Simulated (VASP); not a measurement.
```
CELL_PARAMETERS angstrom
      0.00000     2.76981     2.76981
      2.76981     0.00000     2.76981
      2.76981     2.76981     0.00000
ATOMIC_POSITIONS crystal
  Si 0.00000 0.00000 0.00000
  Si 0.25000 0.25000 0.25000
```

Method: PBE GGA, VASP's PBE PAW potentials (set 64) (plane waves; VASP). Settings: 400 eV cut-off, 6×6×6 Γ-centred mesh, Gaussian smearing of 0.050 eV, potentials Si.

### Question
Predict the energy per atom (σ→0), pressure.

### Answer

The energy per atom (σ→0) comes out as -5.405 eV/atom and the pressure is -3.12 GPa.

Only differences to runs with the same potentials and settings are physical.

The compound is Si in the diamond structure. The cell was not relaxed at this level.
